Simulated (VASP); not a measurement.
OSZICAR of a VASP run on Co₂Re (space group I4/mmm):

**OSZICAR**
```
       N       E                     dE             d eps       ncg     rms          rms(c)
DAV:   1     0.814822804441E+02    0.81482E+02   -0.85237E+03  4599   0.126E+03
DAV:   2    -0.249889453152E+02   -0.10647E+03   -0.10027E+03  4617   0.300E+02
DAV:   3    -0.280985855770E+02   -0.31096E+01   -0.30137E+01  4721   0.569E+01
DAV:   4    -0.281465725576E+02   -0.47987E-01   -0.47795E-01  4246   0.564E+00
DAV:   5    -0.281491344139E+02   -0.25619E-02   -0.25598E-02  4294   0.135E+00    0.361E+01
DAV:   6    -0.363801151828E+02   -0.82310E+01   -0.44018E+01  4620   0.143E+02    0.326E+01
DAV:   7    -0.262126385344E+02    0.10167E+02   -0.35362E+01  5304   0.103E+02    0.804E+00
DAV:   8    -0.260164896743E+02    0.19615E+00   -0.13153E+00  4874   0.134E+01    0.204E+00
DAV:   9    -0.260004001413E+02    0.16090E-01   -0.40848E-02  4881   0.186E+00    0.767E-01
DAV:  10    -0.259965883154E+02    0.38118E-02   -0.16310E-02  5481   0.137E+00    0.745E-01
DAV:  11    -0.259974976382E+02   -0.90932E-03   -0.11532E-03  5127   0.425E-01    0.710E-01
DAV:  12    -0.260020116168E+02   -0.45140E-02   -0.73023E-03  5266   0.123E+00    0.755E-01
DAV:  13    -0.260105623514E+02   -0.85507E-02   -0.57640E-02  5258   0.321E+00    0.515E-01
DAV:  14    -0.260140322089E+02   -0.34699E-02   -0.11618E-02  5724   0.128E+00    0.301E-01
DAV:  15    -0.260150755912E+02   -0.10434E-02   -0.30040E-03  5666   0.792E-01    0.132E-01
DAV:  16    -0.260154252198E+02   -0.34963E-03   -0.18422E-03  5654   0.566E-01    0.637E-02
DAV:  17    -0.260154682796E+02   -0.43060E-04   -0.13043E-04  4931   0.138E-01    0.374E-02
DAV:  18    -0.260154955577E+02   -0.27278E-04   -0.11962E-04  5434   0.152E-01    0.245E-02
DAV:  19    -0.260155019651E+02   -0.64074E-05   -0.30597E-05  5317   0.856E-02    0.154E-02
DAV:  20    -0.260155068018E+02   -0.48367E-05   -0.52826E-05  5025   0.968E-02    0.121E-02
DAV:  21    -0.260155076657E+02   -0.86383E-06   -0.49308E-06  2816   0.313E-02
   1 F= -.26015508E+02 E0= -.26006192E+02  d E =-.186320E-01  mag=     0.2089
```

Which electronic solver shows in the log?

It is blocked Davidson (ALGO = Normal, or the opening steps of other solvers). The INCAR had ALGO = Normal.

How was spin treated?

Collinear spin (ISPIN = 2): the summary line carries one mag value, 0.21 μB in the cell.

Can the final energy be trusted as converged?

Self-consistency was reached. It stopped with EDIFF = 1E-6, NELM = 100 (PBE GGA, plane waves, VASP's PBE PAW potentials (set 64)).

The structure was generated: Co2Re was put into an ordered model structure, which need not be its known phase. The cell was not relaxed at this level. The k-mesh is coarse (spacing up to 0.41 per Å, 2π included), so the numbers may not be converged in it.
